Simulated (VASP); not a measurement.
Here is the system:

```
CELL_PARAMETERS angstrom
      2.91703     0.00000     0.00000
      0.00000     2.91703     0.00000
      0.00000     0.00000     2.91703
ATOMIC_POSITIONS crystal
  Na 0.00000 0.00000 0.00000
  H  0.50000 0.50000 0.50000
```

Calculation: PBEsol GGA, VASP's PBE PAW potentials (set 64) (plane waves; VASP). Run with 400 eV cut-off, Gaussian smearing of 0.050 eV, potentials Na_pv H.

Q: Give the energies of bands 4 to 6 at the high-symmetry points, in eV from the valence-band maximum.

A: 
```tsv
band	Γ	X	M	R
4	-6.27	-3.63	-1.87	0.00
5	8.96	0.79	4.08	6.70
6	10.85	11.10	4.08	6.70
```

The gap is indirect, 0.79 eV, from the valence maximum at R to the conduction minimum at X.

The structure was generated: NaH was put into the CsCl type type (Pm-3m), which need not be its known phase. It was relaxed first, which changed the volume by +48 %.
